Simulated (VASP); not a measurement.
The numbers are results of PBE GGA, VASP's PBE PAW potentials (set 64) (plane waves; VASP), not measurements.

VASP input:

**INCAR**
```
ALGO = Normal
EDIFF = 1E-6
ENCUT = 300
GGA = PE
ISIF = 2
ISMEAR = 0
LASPH = .TRUE.
LCHARG = .FALSE.
LMAXMIX = 4
LREAL = .FALSE.
LWAVE = .FALSE.
NELM = 100
PREC = Accurate
SIGMA = 0.2
SYSTEM = Te
```

### POSCAR
```
Te
1
    4.5774230000     0.0000000000     0.0000000000
   -2.2887110000     3.9641650000     0.0000000000
    0.0000000000     0.0000000000     5.8693800000
Te
3
Direct
  0.2567000000   0.0000000000   0.3333330000
  0.0000000000   0.2567000000   0.6666670000
  0.7433000000   0.7433000000   0.0000000000
```

### KPOINTS
```
Automatic
0
Gamma
7 7 5
```

POTCAR, in this order: Te (PBE.64 set). Program: vasp_std.

Output

### OUTCAR
```
 ion  position               nearest neighbor table
   1  0.257  0.000  0.333-   3 2.82   2 2.82   3 3.58   3 3.58   2 3.58   2 3.58
   2  0.000  0.257  0.667-   3 2.82   1 2.82   3 3.58   3 3.58   1 3.58   1 3.58
   3  0.743  0.743  0.000-   1 2.82   2 2.82   1 3.58   2 3.58   2 3.58   1 3.58
  LATTYP: Found a hexagonal cell.
 ALAT       =     4.5774230000
 C/A-ratio  =     1.2822454905
 Subroutine PRICEL returns:
 Original cell was already a primitive cell.
 Subroutine GETGRP returns: Found  6 space group operations
The static configuration has the point symmetry C_2 .
 The point group associated with its full space group is D_3 .
The dynamic configuration has the point symmetry C_2 .
 Subroutine INISYM returns: Found  6 space group operations
 Subroutine IBZKPT returns following result:
 Found     32 irreducible k-points:

 Following reciprocal coordinates:
            Coordinates               Weight
  0.000000  0.000000  0.000000      1.000000
  0.142857  0.000000  0.000000      6.000000
  0.285714 -0.000000  0.000000      6.000000
  0.428571 -0.000000  0.000000      6.000000
  0.142857  0.142857  0.000000      6.000000
  0.285714  0.142857  0.000000     12.000000
  0.428571  0.142857  0.000000      6.000000
  0.285714  0.285714  0.000000      6.000000
  0.000000  0.000000  0.200000      2.000000
  0.142857  0.000000  0.200000      6.000000
  0.000000  0.142857  0.200000      6.000000
  0.285714 -0.000000  0.200000      6.000000
  0.000000  0.285714  0.200000      6.000000
  0.428571 -0.000000  0.200000      6.000000
  0.000000  0.428571  0.200000      6.000000
  0.142857  0.142857  0.200000     12.000000
  0.285714  0.142857  0.200000     12.000000
 -0.142857  0.428571  0.200000     12.000000
  0.428571  0.142857  0.200000     12.000000
  0.285714  0.285714  0.200000     12.000000
  0.000000  0.000000  0.400000      2.000000
  0.142857  0.000000  0.400000      6.000000
  0.000000  0.142857  0.400000      6.000000
  0.285714 -0.000000  0.400000      6.000000
  0.000000  0.285714  0.400000      6.000000
  0.428571 -0.000000  0.400000      6.000000
  0.000000  0.428571  0.400000      6.000000
  0.142857  0.142857  0.400000     12.000000
  0.285714  0.142857  0.400000     12.000000
 -0.142857  0.428571  0.400000     12.000000
  0.428571  0.142857  0.400000     12.000000
  0.285714  0.285714  0.400000     12.000000
   k-points           NKPTS =     32   k-points in BZ     NKDIM =     32   number of bands    NBANDS=     13
   number of dos      NEDOS =    301   number of ions     NIONS =      3
   total plane-waves  NPLWV =  28224
   dimension x,y,z NGX =    28 NGY =   28 NGZ =   36
   dimension x,y,z NGXF=    56 NGYF=   56 NGZF=   72
   ions per type =               3
   PREC   = accura    normal or accurate (medium, high low for compatibility)
   ISTART =      0    job   : 0-new  1-cont  2-samecut
   ICHARG =      2    charge: 1-file 2-atom 10-const
   ISPIN  =      1    spin polarized calculation?
   LNONCOLLINEAR =      F non collinear calculations
   LSORBIT =      F    spin-orbit coupling
   INIWAV =      1    electr: 0-lowe 1-rand  2-diag
   ENCUT  =  300.0 eV  22.05 Ry    4.70 a.u.   6.46  6.46  8.29*2*pi/ulx,y,z
   NELM   =    100;   NELMIN=  2; NELMDL= -5     # of ELM steps
   EDIFF  = 0.1E-05   stopping-criterion for ELM
   LREAL  =      F    real-space projection
   NLSPLINE    = F    spline interpolate recip. space projectors
   LMAXMIX     =    4 max onsite mixed and CHGCAR
   VOSKOWN=      0    Vosko Wilk Nusair interpolation
   EDIFFG = 0.1E-04   stopping-criterion for IOM
   NSW    =      0    number of steps for IOM
   NBLOCK =      1;   KBLOCK =      1    inner block; outer block
   IBRION =     -1    ionic relax: 0-MD 1-quasi-New 2-CG
...
```

### OSZICAR
```
       N       E                     dE             d eps       ncg     rms          rms(c)
DAV:   1     0.595150564851E+02    0.59515E+02   -0.47764E+03   832   0.705E+02
DAV:   2    -0.554440850509E+01   -0.65059E+02   -0.62408E+02  1126   0.133E+02
DAV:   3    -0.935630363148E+01   -0.38119E+01   -0.37934E+01   937   0.374E+01
DAV:   4    -0.943174771646E+01   -0.75444E-01   -0.75423E-01  1167   0.639E+00
DAV:   5    -0.943233629324E+01   -0.58858E-03   -0.58857E-03   995   0.462E-01    0.119E+01
DAV:   6    -0.941128081423E+01    0.21055E-01   -0.22884E-02   857   0.101E+00    0.757E+00
DAV:   7    -0.940754162948E+01    0.37392E-02   -0.49705E-02   872   0.154E+00    0.317E-01
DAV:   8    -0.940666640885E+01    0.87522E-03   -0.91226E-03   837   0.603E-01    0.179E-01
DAV:   9    -0.940670726829E+01   -0.40859E-04   -0.25263E-04  1092   0.118E-01    0.109E-01
DAV:  10    -0.940676151418E+01   -0.54246E-04   -0.64434E-05   855   0.573E-02    0.188E-02
DAV:  11    -0.940675637928E+01    0.51349E-05   -0.22218E-05   877   0.315E-02    0.135E-02
DAV:  12    -0.940675666592E+01   -0.28664E-06   -0.20826E-06   639   0.954E-03
   1 F= -.94067567E+01 E0= -.94066673E+01  d E =-.178723E-03
```

File OUTCAR:
```
------------------------ aborting loop because EDIFF is reached ----------------------------------------
  FORCE on cell =-STRESS in cart. coord.  units (eV):
  Direction    XX          YY          ZZ          XY          YZ          ZX
  --------------------------------------------------------------------------------------
  Total        0.6657292      0.6657293      1.2154493      0.0000001      0.0000000     -0.0000000
  in kB       10.0148207     10.0148227     18.2844721      0.0000013      0.0000000     -0.0000000
  external PRESSURE =      12.7713718 kB  Pullay stress =       0.0000000 kB
  volume of cell :      106.50
      direct lattice vectors                 reciprocal lattice vectors
     4.577423000  0.000000000  0.000000000     0.218463533  0.126129939  0.000000000
    -2.288711000  3.964165000  0.000000000     0.000000000  0.252259934  0.000000000
     0.000000000  0.000000000  5.869380000     0.000000000  0.000000000  0.170375747
 POSITION                                       TOTAL-FORCE (eV/Angst)
 -----------------------------------------------------------------------------------
      1.17502      0.00000      1.95646         0.322718      0.000000     -0.000000
     -0.58751      1.01760      3.91292        -0.161359      0.279482      0.000000
      1.70120      2.94656      0.00000        -0.161359     -0.279482      0.000000
 -----------------------------------------------------------------------------------
    total drift:                                0.000261     -0.000352      0.000013
  FREE ENERGIE OF THE ION-ELECTRON SYSTEM (eV)
  ---------------------------------------------------
  free  energy   TOTEN  =        -9.4067566659 eV

  energy  without entropy=       -9.4065779430  energy(sigma->0) =       -9.40666730
```
(Selected blocks of OUTCAR.)

The structure comes from a computed database's Te entry; how it stands against other phases isn't given here. The cell was not relaxed at this level.
